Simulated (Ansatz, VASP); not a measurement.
# Cross-check of Ir between VASP and Ansatz, part 2 of 2

Aim: how closely do two programs agree when they are given the same cell, functional and k mesh? The structure shown is the start of the Ansatz relaxation below; VASP solves that cell, so the two are compared at the walk's first step.

VASP 6.6.1 and Ansatz 0.2.0.

So far. Step 3 (VASP: single point, PBEsol, start cell, pair 1): The run ends at a pressure of -3.21 GPa, with forces up to 1.1 eV/Å.

### Step 5. Ansatz: relaxation, PBEsol

Level of this step: Ansatz beside VASP: Kohn-Sham DFT, plane waves, PBEsol (Ansatz).

The two programs are compared at the cell with which this relaxation starts, whose forces are those of its first step.

The structure compared here is the start of the Ansatz relaxation; VASP solves that cell, so the two are compared at the walk's first step.

File input.yaml:

```yaml
crystal:
  lattice:
    - [1.8926636394, 1.8926636394, 0.0]
    - [-1.8926636394, 1.8926636394, 0.0]
    - [0.0, 0.0, 39.16002864]
  atoms:
    - { symbol: Ir, position: [0.0, 0.0, 0.1673957632] }
    - { symbol: Ir, position: [0.5, 0.5, 0.2142295754] }
    - { symbol: Ir, position: [0.0, 0.0, 0.2640447507] }
    - { symbol: Ir, position: [0.5, 0.5, 0.313859926] }
    - { symbol: Ir, position: [0.0, 0.0, 0.3606937382] }
  periodic: [true, true, false]
kpoints:
  mp_grid: { grid: [14, 14, 1] }
hamiltonian:
  xc: pbesol
  pseudopotentials: { kind: paw, azcp: { folder: soft_1 }, xc_functional: pbe }
scf:
  occupations: { method: gaussian, width: 0.1 }
output:
  forces: true
  stress: true
  eigenvalues: true
  write_density: true
  write_potential: true
  elf: true
  volumetric_format: npy
relax:
  adjacent_minimum: "off"
  f_tol: 0.005
  max_steps: 80
  cell: { stress_2d_tol: 0.02 }
```

Command:

```
ansatz run input.yaml --threads 8 --pin off --max-ram 16384MiB --backend cpu --events-out ev --progress --plain --runs-dir out
```

Numbers of over 12 decimals in the logs are rounded to 6 here.

What it wrote:

```text
[...]
Crystal: 5 atoms, lattice volume = 280.556 Å³
Basis set: ecut = 420 eV, 5495 PW (Γ), exchange–correlation on 36×36×540 points (8 copies of the dense FFT grid, shifted against one another)
Bands: 51, of which v1, the nominal top of the filled ones, is band 43 counted from 1 (42 counted from 0)
Symmetry: 16 space group operations
[...]
k-points: 36 of 196
[...]
cell:  # Å, volume = 281.1030 Å³
    - [1.894507, 1.894507, 0.0]
    - [-1.894507, 1.894507, 0.0]
    - [0.0, 0.0, 39.16002864]
  atoms:
    - { symbol: Ir, position: [0, 0, 0.167671] }
    - { symbol: Ir, position: [0.500000, 0.500000, 0.214274] }
    - { symbol: Ir, position: [0, 0, 0.2640447507] }
    - { symbol: Ir, position: [0.500000, 0.500000, 0.313816] }
    - { symbol: Ir, position: [0, 0, 0.360418] }
[key lines of the parts left out:]
SCF converged after 6 iterations
Free energy (F): -58999.238196 eV
Fermi energy:    -5.686850 eV
P = ½ c Tr σ = 0.0059 N/m
```

### Step 6. VASP: single point, PBEsol, start cell, pair 2

The same cell, functional, mesh and smearing now go to VASP, with its own data sets.

File INCAR:

```
SYSTEM = Ir
PREC = Accurate
ENCUT = 400
EDIFF = 1E-06
NELM = 120
ISMEAR = 0
SIGMA = 0.1
LREAL = .FALSE.
ALGO = Normal
GGA = PS
NBANDS = 28
LASPH = .TRUE.
LORBIT = 11
LWAVE = .FALSE.
LCHARG = .FALSE.
ISIF = 2
LDIPOL = .TRUE.
IDIPOL = 3
DIPOL = 0.5 0.5 0.264
LVHAR = .TRUE.
GGA_COMPAT = .FALSE.
NELMDL = -8
KPAR = 2
```

File POSCAR:

```
Ir
1.0
    1.8926640000      1.8926640000      0.0000000000
   -1.8926640000      1.8926640000      0.0000000000
    0.0000000000      0.0000000000     39.1600290000
Ir
5
Direct
    0.0000000000      0.0000000000      0.1673957647
    0.5000000000      0.5000000000      0.2142295656
    0.0000000000      0.0000000000      0.2640447483
    0.5000000000      0.5000000000      0.3138599310
    0.0000000000      0.0000000000      0.3606937319
```

File KPOINTS:

```
Automatic mesh
0
Gamma
14 14 1
0 0 0
```

Potentials, in the order of the species: Ir (PBE family, release 64).

Command:

```
mpirun -np 2 vasp_std
```

What it wrote:

```text
[banner, memory and clock lines left out]
running    2 mpi-ranks, on    1 nodes
[...]
[... a notice as in an earlier step ...]

 LDA part: xc-table for (Slater+PW92), standard interpolation
 POSCAR, INCAR and KPOINTS ok, starting setup
[...]
entering main loop
       N       E                     dE             d eps       ncg     rms          rms(c)
DAV:   1     0.369039018607E+03    0.36904E+03   -0.15031E+04  2040   0.105E+03
DAV:   2    -0.128268447198E+02   -0.38187E+03   -0.35927E+03  2416   0.364E+02
DAV:   3    -0.468038250984E+02   -0.33977E+02   -0.30490E+02  2492   0.990E+01
DAV:   4    -0.491298110689E+02   -0.23260E+01   -0.20718E+01  2912   0.248E+01
[...]
DAV:  22    -0.461225648305E+02    0.29145E-04   -0.15954E-04  2796   0.999E-02    0.141E-02
DAV:  23    -0.461225674906E+02   -0.26601E-05   -0.50683E-06  2276   0.219E-02    0.187E-02
DAV:  24    -0.461225676621E+02   -0.17152E-06   -0.92602E-06  2744   0.312E-02
   1 F= -.46122568E+02 E0= -.46109674E+02  d E =-.257863E-01
```

Parts of OUTCAR (step 6):

```text
  Total        0.6087168      0.6087168      0.0947451      0.0000000      0.0000000      0.0000000
  in kB        3.4762083      3.4762083      0.5410625      0.0000000      0.0000000      0.0000000
  external PRESSURE =       2.4978264 kB  Pullay stress =       0.0000000 kB

 POSITION                                       TOTAL-FORCE (eV/Angst)
 -----------------------------------------------------------------------------------
      0.00000      0.00000      6.55522         0.000000     -0.000000      0.010690
      0.00000      1.89266      8.38924        -0.000000     -0.000000     -0.041518
      0.00000      0.00000     10.34000        -0.000000     -0.000000     -0.000000
      0.00000      1.89266     12.29076         0.000000      0.000000      0.041518
      0.00000      0.00000     14.12478        -0.000000      0.000000     -0.010690
 -----------------------------------------------------------------------------------
    total drift:                               -0.000000      0.000000     -0.000097

  FREE ENERGIE OF THE ION-ELECTRON SYSTEM (eV)
  ---------------------------------------------------
  free  energy   TOTEN  =       -46.1225676621 eV

  energy  without entropy=      -46.0967813129  energy(sigma->0) =      -46.10967449

[... 3 further parts left out ...]
[key lines of the parts left out:]
E-fermi :  -1.6945
```

The run ends at a pressure of 0.25 GPa, with forces up to 0.042 eV/Å.

### Step 7. Comparison

What differs besides the data sets and the points named for the pairs above, as far as they apply: the data sets hold 85 valence electrons in Ansatz (on its PAW soft_1 files) and 45 in VASP. Total energies have different zeros and are not compared.

At this near-relaxed geometry the largest component of a force difference is 83 meV/Å. With vacuum in the cell, a pressure given here is an average over mostly empty space and none of the material.

### Step 8. Ansatz: relaxation, PBEsol

The two programs are compared at the cell with which this relaxation starts, whose forces are those of its first step.

The structure compared here is the start of the Ansatz relaxation; VASP solves that cell, so the two are compared at the walk's first step.

input.yaml, the sections that differ from step 5:

```yaml
crystal:
  lattice:
    - [1.89450712, 1.89450712, 0.0]
    - [-1.89450712, 1.89450712, 0.0]
    - [0.0, 0.0, 39.16002864]
  atoms:
    - { symbol: Ir, position: [0.0, 0.0, 0.1676711843] }
    - { symbol: Ir, position: [0.5, 0.5, 0.2142737229] }
    - { symbol: Ir, position: [0.0, 0.0, 0.2640447507] }
    - { symbol: Ir, position: [0.5, 0.5, 0.3138157785] }
    - { symbol: Ir, position: [0.0, 0.0, 0.3604183171] }
  periodic: [true, true, false]
kpoints:
  mp_grid: { grid: [16, 16, 1] }
scf:
  occupations: { method: methfessel_paxton, width: 0.2 }
relax:
  adjacent_minimum: "off"
  f_tol: 0.001
  max_steps: 60
  cell: { stress_2d_tol: 0.002 }
# hamiltonian, output: as in step 5
```

Command:

```
ansatz run input.yaml --threads 8 --pin off --max-ram 16384MiB --backend cpu --events-out ev --progress --plain --runs-dir out
```

What it wrote:

```text
[...]
Crystal: 5 atoms, lattice volume = 281.103 Å³
Basis set: ecut = 420 eV, 5527 PW (Γ), exchange–correlation on 36×36×540 points (8 copies of the dense FFT grid, shifted against one another)
Bands: 51, of which v1, the nominal top of the filled ones, is band 43 counted from 1 (42 counted from 0)
Symmetry: 16 space group operations
[...]
k-points: 45 of 256
[...]
--- Relaxed structure (6 steps of the walk, 5 accepted, 1 SCFs on fresh bases) ---
[...]
cell:  # Å, volume = 280.4650 Å³
    - [1.892356, 1.892356, 0.0]
    - [-1.892356, 1.892356, 0.0]
    - [0.0, 0.0, 39.16002864]
  atoms:
    - { symbol: Ir, position: [0, 0, 0.167443] }
    - { symbol: Ir, position: [0.5, 0.5, 0.214182] }
    - { symbol: Ir, position: [0, 0, 0.2640447507] }
    - { symbol: Ir, position: [0.5, 0.5, 0.313908] }
    - { symbol: Ir, position: [0, 0, 0.360646] }
[key lines of the parts left out:]
SCF converged after 6 iterations
Free energy (F): -58999.229745 eV
Fermi energy:    -5.685702 eV
P = ½ c Tr σ = 0.0010 N/m
```

### Step 9. VASP: single point, PBEsol, start cell, pair 3

The same cell, functional, mesh and smearing now go to VASP, with its own data sets.

INCAR, as its differences from that of step 6:

```diff
@@ -5,4 +5,4 @@
 NELM = 120
-ISMEAR = 0
-SIGMA = 0.1
+ISMEAR = 1
+SIGMA = 0.2
 LREAL = .FALSE.
```

File POSCAR:

```
Ir
1.0
    1.8945070000      1.8945070000      0.0000000000
   -1.8945070000      1.8945070000      0.0000000000
    0.0000000000      0.0000000000     39.1600290000
Ir
5
Direct
    0.0000000000      0.0000000000      0.1676711731
    0.5000000000      0.5000000000      0.2142737177
    0.0000000000      0.0000000000      0.2640447483
    0.5000000000      0.5000000000      0.3138157788
    0.0000000000      0.0000000000      0.3604183235
```

File KPOINTS:

```
Automatic mesh
0
Gamma
16 16 1
0 0 0
```

Command:

```
mpirun -np 2 vasp_std
```

What it wrote:

```text
[... set-up lines as in an earlier step ...]
 entering main loop
       N       E                     dE             d eps       ncg     rms          rms(c)
DAV:   1     0.369277069687E+03    0.36928E+03   -0.15053E+04  2568   0.105E+03
DAV:   2    -0.107523863908E+02   -0.38003E+03   -0.35518E+03  2924   0.362E+02
DAV:   3    -0.465466933684E+02   -0.35794E+02   -0.32306E+02  3096   0.102E+02
DAV:   4    -0.490957661250E+02   -0.25491E+01   -0.23233E+01  3572   0.264E+01
[...]
DAV:  21    -0.461137947294E+02    0.41571E-03   -0.78846E-04  4008   0.287E-01    0.369E-02
DAV:  22    -0.461137886002E+02    0.61292E-05   -0.87544E-05  3116   0.733E-02    0.149E-02
DAV:  23    -0.461137886484E+02   -0.48117E-07   -0.47363E-06  2768   0.156E-02
   1 F= -.46113789E+02 E0= -.46115414E+02  d E =0.487478E-02
```

From OUTCAR (step 9):

```text
  Total        0.3464399      0.3464399      0.8201987      0.0000000     -0.0000000      0.0000000
  in kB        1.9745726      1.9745726      4.6748130      0.0000000     -0.0000000      0.0000000
  external PRESSURE =       2.8746527 kB  Pullay stress =       0.0000000 kB

 POSITION                                       TOTAL-FORCE (eV/Angst)
 -----------------------------------------------------------------------------------
      0.00000      0.00000      6.56601         0.000000      0.000000     -0.129252
      0.00000      1.89451      8.39096         0.000000     -0.000000      0.040349
      0.00000      0.00000     10.34000         0.000000     -0.000000      0.000000
      0.00000      1.89451     12.28903         0.000000     -0.000000     -0.040349
      0.00000      0.00000     14.11399         0.000000     -0.000000      0.129252
 -----------------------------------------------------------------------------------
    total drift:                                0.000000      0.000000      0.000041

  FREE ENERGIE OF THE ION-ELECTRON SYSTEM (eV)
  ---------------------------------------------------
  free  energy   TOTEN  =       -46.1137886484 eV

  energy  without entropy=      -46.1186634301  energy(sigma->0) =      -46.11541358

[... 3 further parts left out ...]
[key lines of the parts left out:]
E-fermi :  -1.6960
```

The run ends at a pressure of 0.29 GPa, with forces up to 0.13 eV/Å.

### Step 10. Comparison

What differs besides the data sets and the points named for the pairs above, as far as they apply: the data sets hold 85 valence electrons in Ansatz (on its PAW soft_1 files) and 45 in VASP. Total energies have different zeros and are not compared.

Forces (eV/Å; atoms numbered as in POSCAR):

| atom | Ansatz x, y, z | VASP x, y, z |
| --- | --- | --- |
| Ir1 | 0.000, 0.000, -0.043 | 0.000, 0.000, -0.129 |
| Ir2 | 0.000, 0.000, 0.008 | 0.000, 0.000, 0.040 |
| Ir3 | 0.000, 0.000, 0.000 | 0.000, 0.000, 0.000 |
| Ir4 | 0.000, 0.000, -0.008 | 0.000, 0.000, -0.040 |
| Ir5 | 0.000, 0.000, 0.043 | 0.000, 0.000, 0.129 |

The forces differ by 34 meV/Å r.m.s., where the r.m.s. force is 0.016 eV/Å in Ansatz and 0.049 eV/Å in VASP: the atoms lie near their places of rest in Ansatz, so a percentage would say little (all taken over all components). With vacuum in the cell, a pressure given here is an average over mostly empty space and none of the material.

### Step 11. What came out

```json
{"r.m.s. force difference (single point, PBEsol, start cell, pair 1)": "3.5 % of the r.m.s. force", "r.m.s. force difference (single point, PBEsol, start cell, pair 2)": "32 meV/Å", "r.m.s. force difference (single point, PBEsol, start cell, pair 3)": "34 meV/Å"}
```

The r.m.s. force difference is 34 meV/Å (single point, PBEsol, start cell, pair 3), beyond the 12 meV/Å picked in this series as the mark of a large difference. The data sets hold unlike numbers of valence electrons (85 in Ansatz and 45 in VASP), so part of the differences comes from the potentials. What causes the difference of the single point, PBEsol, start cell, pair 1 pair stays open here. What causes the difference of the single point, PBEsol, start cell, pair 2 pair stays open here. What causes the difference of the single point, PBEsol, start cell, pair 3 pair stays open here. 3 further runs of this series are not shown here. How closely two codes agree says nothing of how well the functional describes the real material.

[Lines on the potential files, build, host, timing and source positions are cut from VASP's logs without a mark.]

[Logs are printed without paths, hosts, clocks, repeated set-up lines and the standing remarks that a program may print on its own settings, such as how far it seeks lower states.]

[Hosts, paths, dates, database ids (printed as entryN), source tags and the programs' standing remarks are cut or masked in the printed files.]
